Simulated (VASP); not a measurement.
Given:

```xyz
6
Lattice="3.4209 0.0000 0.0000 -1.7104 2.9626 0.0000 0.0000 0.0000 13.3058" Properties=species:S:1:pos:R:3 pbc="T T T"
Ge     0.0000     1.9750     3.3264
Ge     1.7104     0.9875     9.9793
Br     0.0000     1.9750     8.3494
Br     1.7104     0.9875     1.6965
Br     1.7104     0.9875     4.9564
Br     0.0000     1.9750    11.6093
```

Calculation: PBE GGA, VASP's PBE PAW potentials (set 64) (plane waves; VASP). Run with 300 eV cut-off, 5×5×1 Γ-centred mesh, Fermi-Dirac smearing of 0.10 eV, potentials Ge_d Br.

At this cut-off the stress carries a Pulay error, which pulls relaxed volumes low. Energy and stress use the plane-wave basis of the starting cell.

**Question.** The ions, cell shape and volume are relaxed. Predict the relaxed structure.

**Answer.** 
```xyz
6
Lattice="3.7385 0.0000 0.0000 -1.8692 3.2376 0.0000 0.0000 0.0000 13.6196" Properties=species:S:1:pos:R:3 pbc="T T T"
Ge     0.0000     2.1584     3.4049
Ge     1.8692     1.0792    10.2147
Br     0.0000     2.1584     8.4059
Br     1.8692     1.0792     1.5961
Br     1.8692     1.0792     5.2137
Br     0.0000     2.1584    12.0236
```
Space group P6_3/mmc (194), at a tolerance of 0.03 Å.

**Question.** How do energy and volume change from the first to the last step?

**Answer.** The energy (σ→0) changes by -437.3 meV/atom and the volume by +22.2 %, in 12 ionic steps.

The structure was generated: GeBr2 was put into an ordered model structure, which need not be its known phase. This run relaxes it. Symmetry was kept, so distortions that lower it aren't found. The k-mesh is coarse (spacing up to 0.46 per Å, 2π included), so the numbers may not be converged in it. The run is one of a series of settings (EDIFFG = -0.01, IBRION = 2, ISIF = 3, NSW = 50 against the base run), some of them coarse on purpose.
